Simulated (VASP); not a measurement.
# TiRuN2 (P-4m2) in VASP: single point with r2SCAN

Aim: the single point of TiRuN2 with r2SCAN.

All numbers are computed with VASP 6.6.1; they aren't measurements. Logs are shortened: lines on timing, memory, paths and dates and some standing lists are left out, and cuts for length are marked.

## 1. The crystal as given

The structure is tetragonal, space group P-4m2 (No. 115). Conventional cell: a = 3.243 Å, b = 3.243 Å, c = 4.554 Å, α = 90.00°, β = 90.00°, γ = 90.00°. Around Ti (site symmetry -4m2) lie 4 N at 1.96 Å. Around Ru (site symmetry -4m2) lie 4 N at 2.00 Å. N (site symmetry 2mm) is surrounded by 2 Ti at 1.96 Å and 2 Ru at 2.00 Å.

The cell was built by a generator and needn't be a form met in nature.

## 2. Single point, r2SCAN

INCAR reads:

```
SYSTEM = TiRuN2
PREC = Accurate
ENCUT = 520
EDIFF = 1E-6
ISMEAR = 0
SIGMA = 0.1
LREAL = .False.
LASPH = .True.
NELM = 150
ALGO = Normal
ISIF = 2
LWAVE = .False.
LCHARG = .False.
METAGGA = R2SCAN
LMIXTAU = .True.
KPAR = 4
```

KPOINTS reads:

```
Automatic mesh
0
Gamma
  10 10 8
  0 0 0
```

POSCAR reads:

```
TiRuN2                                  
1.0
    3.2428312714      0.0000000000      0.0000000000
    0.0000000000      3.2428312714      0.0000000000
    0.0000000000     -0.0000000000      4.5544171799
  Ti              Ru              N             
     1     1     2
Direct
     1.0000000000000000    1.0000000000000000    0.0000000000000000
     0.5000000000000000    0.5000000000000000    0.5000000000000000
     0.5000000000000000    1.0000000000000000    0.7564166520514991
     1.0000000000000000    0.5000000000000000    0.2435833479485009
```

Potentials or basis: VASP PAW PBE potentials, release 64 (Ti_sv, Ru_pv, N).

Command:

```sh
> cat potpaw_PBE.64/Ti_sv/POTCAR potpaw_PBE.64/Ru_pv/POTCAR potpaw_PBE.64/N/POTCAR > POTCAR
> mpirun -np 4 vasp_std > vasp.out
```

OUTCAR:

```text
SYSTEM = TiRuN2
   PREC = Accurate
   ENCUT = 520
   EDIFF = 1E-6
   ISMEAR = 0
   LREAL = .False.
   LASPH = .True.
   NELM = 150
   ISIF = 2
   METAGGA = R2SCAN

 ion  position               nearest neighbor table
   1  0.000  0.000  0.000-   3 1.96   4 1.96   4 1.96   3 1.96
   2  0.500  0.500  0.500-   3 2.00   4 2.00   3 2.00   4 2.00
   3  0.500  0.000  0.756-   1 1.96   1 1.96   2 2.00   2 2.00
   4  0.000  0.500  0.244-   1 1.96   1 1.96   2 2.00   2 2.00

  LATTYP: Found a simple tetragonal cell.
 ALAT       =     3.2428312714
 C/A-ratio  =     1.4044570311

  Lattice vectors:

 A1 = (   3.2428312714,   0.0000000000,   0.0000000000)
 A2 = (   0.0000000000,   3.2428312714,   0.0000000000)
 A3 = (   0.0000000000,   0.0000000000,   4.5544171799)

Analysis of symmetry for initial positions (statically):
=====================================================================
 Subroutine PRICEL returns:
 Original cell was already a primitive cell.

 Routine SETGRP: Setting up the symmetry group for a
 simple tetragonal supercell.

 Subroutine GETGRP returns: Found  8 space group operations
 (whereof  8 operations were pure point group operations)
 out of a pool of 16 trial point group operations.

The static configuration has the point symmetry D_2d.

Analysis of symmetry for dynamics (positions and initial velocities):
=====================================================================
 Subroutine PRICEL returns:
 Original cell was already a primitive cell.

 Routine SETGRP: Setting up the symmetry group for a
 simple tetragonal supercell.

 Subroutine GETGRP returns: Found  8 space group operations
 (whereof  8 operations were pure point group operations)
 out of a pool of 16 trial point group operations.

The dynamic configuration has the point symmetry D_2d.

 Subroutine INISYM returns: Found  8 space group operations
 (whereof  8 operations are pure point group operations),
 and found     1 'primitive' translations

----------------------------------------------------------------------------------------

                                     Primitive cell

  volume of cell :      47.8940

  direct lattice vectors                    reciprocal lattice vectors
     3.242831271  0.000000000  0.000000000     0.308372504  0.000000000  0.000000000
     0.000000000  3.242831271  0.000000000     0.000000000  0.308372504  0.000000000
     0.000000000  0.000000000  4.554417180     0.000000000  0.000000000  0.219567062

  length of vectors
     3.242831271  3.242831271  4.554417180     0.308372504  0.308372504  0.219567062

  position of ions in fractional coordinates (direct lattice)
     0.000000000  0.000000000  0.000000000
     0.500000000  0.500000000  0.500000000
     0.500000000  0.000000000  0.756416652
     0.000000000  0.500000000  0.243583348

  ion indices of the primitive-cell ions
   primitive index   ion index
                 1           1
                 2           2
                 3           3
                 4           4

----------------------------------------------------------------------------------------

 KPOINTS: Automatic mesh

Automatic generation of k-mesh.
 Grid dimensions read from file:
 generate k-points for:   10   10    8

 Generating k-lattice:

  Cartesian coordinates                     Fractional coordinates (reciprocal lattice)
     0.030837250  0.000000000  0.000000000     0.100000000  0.000000000  0.000000000
     0.000000000  0.030837250  0.000000000     0.000000000  0.100000000  0.000000000
     0.000000000  0.000000000  0.027445883     0.000000000  0.000000000  0.125000000

  Length of vectors
     0.030837250  0.030837250  0.027445883

  Shift w.r.t. Gamma in fractional coordinates (k-lattice)
     0.000000000  0.000000000  0.000000000

 Subroutine IBZKPT returns following result:
 ===========================================

 Found    105 irreducible k-points:

 Following reciprocal coordinates:
            Coordinates               Weight
  0.000000  0.000000  0.000000      1.000000
  0.100000  0.000000  0.000000      4.000000
  0.200000  0.000000  0.000000      4.000000
  0.300000  0.000000  0.000000      4.000000
  0.400000  0.000000  0.000000      4.000000
  0.500000  0.000000  0.000000      2.000000
[... 16 lines left out ...]
  0.100000  0.000000  0.125000      8.000000
  0.200000  0.000000  0.125000      8.000000
 [... further k-points ...]
   k-points           NKPTS =    105   k-points in BZ     NKDIM =    105   number of bands    NBANDS=     22
   number of dos      NEDOS =    301   number of ions     NIONS =      4
   total plane-waves  NPLWV =  20736
   dimension x,y,z NGX =    24 NGY =   24 NGZ =   36
   dimension x,y,z NGXF=    48 NGYF=   48 NGZF=   72
   ions per type =               1   1   2
   NGX,Y,Z   is equivalent  to a cutoff of  12.30, 12.30, 13.14 a.u.
   NGXF,Y,Z  is equivalent  to a cutoff of  24.61, 24.61, 26.28 a.u.
 SYSTEM =  TiRuN2
   PREC   = accura    normal or accurate (medium, high low for compatibility)
   ISTART =      0    job   : 0-new  1-cont  2-samecut
   ICHARG =      2    charge: 1-file 2-atom 10-const
   ISPIN  =      1    spin polarized calculation?
   LNONCOLLINEAR =      F non collinear calculations
   LSORBIT =      F    spin-orbit coupling
   LASPH  =      T    aspherical Exc in radial PAW
   ENCUT  =  520.0 eV  38.22 Ry    6.18 a.u.   6.03  6.03  8.47*2*pi/ulx,y,z
   NELM   =    150;   NELMIN=  2; NELMDL= -5     # of ELM steps
   EDIFF  = 0.1E-05   stopping-criterion for ELM
   LREAL  =      F    real-space projection
   EDIFFG = 0.1E-04   stopping-criterion for IOM
   NSW    =      0    number of steps for IOM
   IBRION =     -1    ionic relax: 0-MD 1-quasi-New 2-CG
   NFREE  =      0    steps in history (QN), initial steepest desc. (CG)
   ISIF   =      2    stress and relaxation
   ISYM   =      2    0-nonsym 1-usesym 2-fastsym
   POTIM  = 0.5000    time-step for ionic-motion
   TEBEG  =    0.0;   TEEND  =   0.0 temperature during run
   PSTRESS=    0.0 pullay stress
   NELECT =      36.0000    total number of electrons
   NUPDOWN=      -1.0000    fix difference up-down
   EMIN   =  10.00;   EMAX   =-10.00  energy-range for DOS
   EFERMI =   0.00;   METHOD = LEGACY
   ISMEAR =     0;   SIGMA  =   0.10  broadening in eV -4-tet -1-fermi 0-gaus
   EFERMI_NEDOS =   21; number of points for ismear=-14 and -15
   IALGO  =     38    algorithm
   IMIX   =      4    mixing-type and parameters
     AMIX     =   0.40;   BMIX     =  1.00
     AMIX_MAG =   1.60;   BMIX_MAG =  1.00
  volume/ion in A,a.u.               =      11.97        80.80
  Fermi-wavevector in a.u.,A,eV,Ry     =   1.488499  2.812855 30.145459  2.215629
  Thomas-Fermi vector in A             =   2.601526
   LORBIT       =      0    0 simple, 1 ext, 2 COOP (PROOUT), +10 PAW based schemes
   METAGGA = R2SCAN    functional components
   LHFCALC =     F    Hartree Fock is set to
   AEXX    =    0.0000 exact exchange contribution
   IVDW    =     0    specifies the selected vdW correction
   LEPSILON=     F    determine dielectric tensor
   LRPA    =     F    only Hartree local field effects (RPA)
 non-spin polarized calculation
 Gauss-broadening in eV      SIGMA  =   0.10
  energy-cutoff  :      520.00
  volume of cell :       47.89
 maximum number of plane-waves:      1309
   NGX = 13   NGY = 13   NGZ = 17

 number of electron      36.0000010 magnetization

 Free energy of the ion-electron system (eV)
  ---------------------------------------------------
  ext. energy  EPLUGINS =         0.00000000
  ---------------------------------------------------
  free energy    TOTEN  =       -59.40869747 eV

  energy without entropy =      -59.39946472  energy(sigma->0) =      -59.40408110

 E-fermi :   8.5275     XC(G=0): -12.7714

 val. band max:        8.5203548957   @ k =   0.3000   0.1000   0.3750
 cond. band min:       8.5285590449   @ k =   0.5000   0.4000   0.2500
 fundamental gap:      0.0082041492
 Fermi energy:         8.5275181230

 k-point     1 :       0.0000    0.0000    0.0000
  band No.  band energies     occupation
      1     -51.1056      2.00000
      2     -36.1445      2.00000
      3     -35.9773      2.00000
      4     -35.9773      2.00000
      5     -26.4192      2.00000
      6     -26.2873      2.00000
[... 14 lines left out ...]
     21      10.3987      0.00000
     22      10.5189      0.00000

 k-point     2 :       0.1000    0.0000    0.0000
  band No.  band energies     occupation
      1     -51.1043      2.00000
      2     -36.1433      2.00000
      3     -35.9879      2.00000
      4     -35.9766      2.00000
      5     -26.4179      2.00000
      6     -26.3063      2.00000
[... 14 lines left out ...]
     21      10.7206      0.00000
     22      10.9037      0.00000

 k-point     3 :       0.2000    0.0000    0.0000
  band No.  band energies     occupation
      1     -51.1007      2.00000
      2     -36.1398      2.00000
      3     -36.0153      2.00000
      4     -35.9748      2.00000
      5     -26.4161      2.00000
      6     -26.3537      2.00000
[... 14 lines left out ...]
     21      11.2970      0.00000
     22      11.4173      0.00000

 k-point     4 :       0.3000    0.0000    0.0000
  band No.  band energies     occupation
      1     -51.0963      2.00000
      2     -36.1355      2.00000
      3     -36.0492      2.00000
      4     -35.9725      2.00000
      5     -26.4346      2.00000
      6     -26.3912      2.00000
[... 14 lines left out ...]
     21      11.0939      0.00000
     22      11.8753      0.00000

 k-point     5 :       0.4000    0.0000    0.0000
  band No.  band energies     occupation
      1     -51.0927      2.00000
      2     -36.1315      2.00000
      3     -36.0769      2.00000
      4     -35.9706      2.00000
      5     -26.4772      2.00000
      6     -26.3933      2.00000
[... 417 lines left out ...]
 k-point    22 :       0.0000    0.0000    0.1250
  band No.  band energies     occupation
      1     -51.1056      2.00000
      2     -36.1445      2.00000
      3     -35.9773      2.00000
      4     -35.9773      2.00000
      5     -26.4204      2.00000
      6     -26.2874      2.00000
[... 14 lines left out ...]
     21      10.5033      0.00000
     22      10.6525      0.00000

 k-point    23 :       0.1000    0.0000    0.1250
  band No.  band energies     occupation
      1     -51.1043      2.00000
      2     -36.1433      2.00000
      3     -35.9878      2.00000
      4     -35.9766      2.00000
      5     -26.4190      2.00000
      6     -26.3063      2.00000
[... 14 lines left out ...]
     21      10.9276      0.00000
     22      10.9405      0.00000

 k-point    24 :       0.2000    0.0000    0.1250
  band No.  band energies     occupation
      1     -51.1007      2.00000
      2     -36.1399      2.00000
      3     -36.0153      2.00000
      4     -35.9748      2.00000
      5     -26.4169      2.00000
      6     -26.3536      2.00000
[... 14 lines left out ...]
     21      11.3382      0.00000
     22      11.4183      0.00000

 [... further k-points ...]
[... 5 lines left out ...]
  --------------------------------------------------------------------------------------
  -------------------------------------------------------------------------------------
  Total       -0.7894452     -0.7894452     -0.5877385      0.0000000     -0.0000000      0.0000000
  in kB      -26.4089438    -26.4089438    -19.6613434      0.0000000     -0.0000000      0.0000000
  external PRESSURE =     -24.1597437 kB  Pullay stress =       0.0000000 kB

 VOLUME and BASIS-vectors are now :
 -----------------------------------------------------------------------------
  energy-cutoff  :      520.00
  volume of cell :       47.89
      direct lattice vectors                 reciprocal lattice vectors
     3.242831271  0.000000000  0.000000000     0.308372504  0.000000000  0.000000000
     0.000000000  3.242831271  0.000000000     0.000000000  0.308372504  0.000000000
     0.000000000  0.000000000  4.554417180     0.000000000  0.000000000  0.219567062

 POSITION                                       TOTAL-FORCE (eV/Angst)
 -----------------------------------------------------------------------------------
      0.00000      0.00000      0.00000         0.000000      0.000000      0.000000
      1.62142      1.62142      2.27721         0.000000     -0.000000      0.000000
      1.62142      0.00000      3.44504        -0.000000     -0.000000      0.123987
      0.00000      1.62142      1.10938        -0.000000     -0.000000     -0.123987
 -----------------------------------------------------------------------------------
    total drift:                                0.000000      0.000000     -0.000000

  FREE ENERGIE OF THE ION-ELECTRON SYSTEM (eV)
  ---------------------------------------------------
  free  energy   TOTEN  =       -59.4086974705 eV

  energy  without entropy=      -59.3994647224  energy(sigma->0) =      -59.40408110
```

Wall time 65 s (4 MPI ranks of Intel Xeon Platinum 8375C at 2.90GHz (Ice Lake), shared host); peak memory 0.24 GiB.

What came out:

```
Free energy            : -59.4087 eV
Pressure               : -2.4 GPa
Largest force          : 0.124 eV/Å
Band gap on the k mesh : none (metal or under the smearing width)
```

Forces on the atoms (eV/Å):
```
Ti   0.000  0.000  0.000
Ru   0.000  0.000  0.000
N    0.000  0.000  0.124
N    0.000  0.000 -0.124
```

Levels at points of the mesh, in eV from the Fermi level:
```tsv
k point	band 14	band 15	band 16	band 17	band 18	band 19	band 20	band 21	band 22
(0.00, 0.00, 0.00)	-3.94	-3.94	-1.62	-1.27	-0.85	1.76	1.76	1.87	1.99
(0.50, 0.00, 0.00)	-5.36	-5.00	-1.29	-1.13	0.07	0.34	0.63	2.14	3.35
(0.50, 0.50, 0.00)	-4.15	-3.73	-1.76	-1.76	-0.43	0.37	0.83	2.12	2.12
(0.00, 0.00, 0.50)	-4.70	-4.70	-2.19	-1.22	-0.67	1.88	3.17	3.17	4.18
(0.50, 0.00, 0.50)	-5.24	-5.21	-1.13	-0.65	0.02	0.87	1.29	1.79	3.19
(0.50, 0.50, 0.50)	-4.03	-4.03	-2.09	-2.09	-0.84	-0.32	-0.25	2.37	2.47
```

Caveat: the PAW data sets were made with another functional, which shifts forces and pressure a little.
